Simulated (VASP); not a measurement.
**Ga2Ge2Se3: relaxation of cell and atoms with PBE**

Ga2Ge2Se3:

```
Ga Ge Se
1.0
     2.88077    1.66322    4.88481
    -2.88077    1.66322    4.88481
     0.00000   -3.32643    4.88481
Ga Ge Se
2 2 3
Direct
  0.28090 0.28090 0.28090
  0.71910 0.71910 0.71910
  0.50000 0.50000 0.50000
  0.00000 0.00000 0.00000
  0.00000 0.00000 0.50000
  0.50000 0.00000 0.00000
  0.00000 0.50000 0.00000
```

The cell was built by a generator and needn't be a form met in nature.

| Quantity | Value |
| --- | --- |
| Program | VASP 6.6.1 |
| Task | relaxation of cell and atoms |
| Functional | PBE |
| Potentials or basis | VASP PAW PBE potentials, release 64 (Ga_d, Ge_d, Se) |
| Cutoff | 520 eV |
| k mesh | 3 × 3 × 3 |
| Occupations | gaussian, width 0.15 eV |
| Spin | no spin polarisation |
| Further INCAR settings | PREC = Normal; ALGO = Fast; EDIFF = 0.0001; IBRION = 2; EDIFFG = -0.08; NSW = 24; ISIF = 3 |

```
Relaxed volume                         : 22.13 Å³/atom
Relaxed cell                           : a = 6.079 Å, b = 6.079 Å, c = 6.079 Å, α = 58.92°, β = 58.92°, γ = 58.92°
Space group after relaxing (to 0.05 Å) : R-3m (No. 166)
Energy gained by relaxing              : 370.0 meV/atom
Ionic steps                            : 12
Pressure after relaxing                : -0.2 GPa
Largest force after relaxing           : 0.009 eV/Å
Band gap on the k mesh                 : none (metal or under the smearing width)
```

Forces in eV/Å, atoms in the order of the input:
```
Ga   0.000  0.000  0.009
Ga   0.000  0.000 -0.009
Ge   0.000  0.000  0.000
Ge   0.000  0.000  0.000
Se   0.000  0.000  0.000
Se   0.000  0.000  0.000
Se   0.000  0.000  0.000
```

Stress tensor (GPa, compression positive):
```
-0.21  0.00  0.00
 0.00 -0.21  0.00
 0.00  0.00 -0.29
```

The path:
| step | energy change (eV) | largest force (eV/Å) | pressure (GPa) | volume (Å³) |
| --- | --- | --- | --- | --- |
| 1 | 0.0000 | 4.8650 | 16.56 | 140.43 |
| 2 | -1.8801 | 0.2021 | -4.74 | 186.92 |
| 3 | -2.0958 | 0.9933 | -1.42 | 172.53 |
| 4 | -2.2236 | 0.8732 | -1.27 | 168.47 |
| 5 | -2.4975 | 0.6578 | 0.03 | 156.65 |
| 6 | -1.8858 | 1.0780 | 8.97 | 134.61 |
| 7 | -2.5135 | 0.6590 | 1.36 | 152.85 |
| 8 | -2.5202 | 0.4601 | 1.98 | 149.63 |
| 9 | -2.5856 | 0.1430 | 0.77 | 152.60 |
| 10 | -2.5857 | 0.0384 | 0.45 | 152.46 |
| 11 | -2.5857 | 0.1297 | 0.74 | 152.52 |
| 12 | -2.5900 | 0.0087 | -0.24 | 154.94 |

Final structure:
```yaml
crystal:
  lattice:
    - [2.98985, 1.72619, 5.00355]
    - [-2.98985, 1.72619, 5.00355]
    - [0.00000, -3.45238, 5.00355]
  atoms:
    - { symbol: Ga, position: [0.31498, 0.31498, 0.31498] }
    - { symbol: Ga, position: [0.68502, 0.68502, 0.68502] }
    - { symbol: Ge, position: [0.50000, 0.50000, 0.50000] }
    - { symbol: Ge, position: [0.00000, 0.00000, 0.00000] }
    - { symbol: Se, position: [0.00000, 0.00000, 0.50000] }
    - { symbol: Se, position: [0.50000, 0.00000, 0.00000] }
    - { symbol: Se, position: [0.00000, 0.50000, 0.00000] }
```

Levels at points of the mesh, in eV from the Fermi level:
```
           k point  band 32  band 33  band 34  band 35  band 36  band 37  band 38  band 39  band 40  band 41
(0.00, 0.00, 0.00)    -3.63    -3.63    -0.28    -0.28     0.32     0.73     0.73     2.25     2.25     2.36
```

It took 2.9 min on 1 thread of Intel(R) Xeon(R) 6975P-C (Granite Rapids) (shared host), peak memory 0.22 GiB.

Caveat: the k mesh is coarse (spacing up to 0.44 Å⁻¹), so the values aren't converged; the relaxation stopped at a loose force limit of 0.08 eV/Å, so its end isn't a converged minimum.
